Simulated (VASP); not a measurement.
Take CaSe (rock salt), against free atoms with fixed spin and no zero-point term, in VASP with PAW potentials, and its cohesive energy.

Question: One run gives 4.64 eV/atom. Which level is it?
A. PBE-D3(BJ)
B. LDA
C. PBE

Answer: A, PBE-D3(BJ).  The others give 4.29 (PBE), 4.99 (LDA).

Only levels that ran to the end are used. Left out are those held back, those with too coarse a band path, GW runs whose mesh misses a band edge, hybrids' fits of cells that aren't cubic and levels without matching references; a question may draw on a part of the rest.
